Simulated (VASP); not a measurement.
An input for Quantum ESPRESSO's pw.x (written as the equivalent of a VASP run, and not itself run):

```
&CONTROL
  calculation = 'scf'
  pseudo_dir = './pseudo'
  outdir = './out'
  tprnfor = .true.
  tstress = .true.
/
&SYSTEM
  ibrav = 0
  nat = 3
  ntyp = 2
  ecutwfc = 92
  occupations = 'smearing'
  smearing = 'gaussian'
  degauss = 0.003675
  input_dft = 'pbe'
/
&ELECTRONS
  conv_thr = 7.3e-08
  electron_maxstep = 100
/
ATOMIC_SPECIES
  Cu 63.546 Cu.upf
  S 32.060 S.upf
CELL_PARAMETERS angstrom
     1.5058170    0.8693840    5.8303010
    -1.5058170    0.8693840    5.8303010
     0.0000000   -1.7387680    5.8303010
ATOMIC_POSITIONS crystal
  Cu   0.0000000  0.0000000  0.0000000
  S    0.7523000  0.7523000  0.7523000
  S    0.5810000  0.5810000  0.5810000
K_POINTS automatic
  8 8 8 0 0 0
```

Write the VASP files for the same calculation (PBE).

One answer among several that fit: 
### POSCAR
```
CuS2
11.6606020
  0.1291371578   0.0745573856   0.5000000000
 -0.1291371578   0.0745573856   0.5000000000
  0.0000000000  -0.1491147713   0.5000000000
Cu S
1 2
Direct
  0.0000000000   0.0000000000   0.0000000000
  0.7523000000   0.7523000000   0.7523000000
  0.5810000000   0.5810000000   0.5810000000
```

### INCAR
```
SYSTEM = CuS2
PREC = Single; ENCUT = 400; LREAL = .False.
LASPH = .True.
EDIFF = 1E-6; NELM = 100; ALGO = Normal
LMAXMIX = 4
ISMEAR = 0; SIGMA = 0.05
GGA = PE
ISIF = 2
LWAVE = .False.; LCHARG = .False.
```

### KPOINTS
```
Regular mesh
0
gamma
  8 8 8
0 0 0
```

POTCAR, in this order: Cu S (PBE.64 set). Program: vasp_std.

The two are equivalent in intent, not identical: the potentials are each code's own (VASP's PAW set, PseudoDojo norm-conserving files in pw.x), so ENCUT and ecutwfc are chosen apart and not converted; conv_thr bounds pw.x's estimated SCF error, while EDIFF bounds the energy change between steps.

The structure was generated: CuS2 was put into the 3R-MoS2 type (R3m), which need not be its known phase. The cell was not relaxed at this level. The k-mesh is coarse (spacing up to 0.30 per Å, 2π included), so the numbers may not be converged in it. The run is one of a series of settings (PREC = Single against the base run), some of them coarse on purpose.
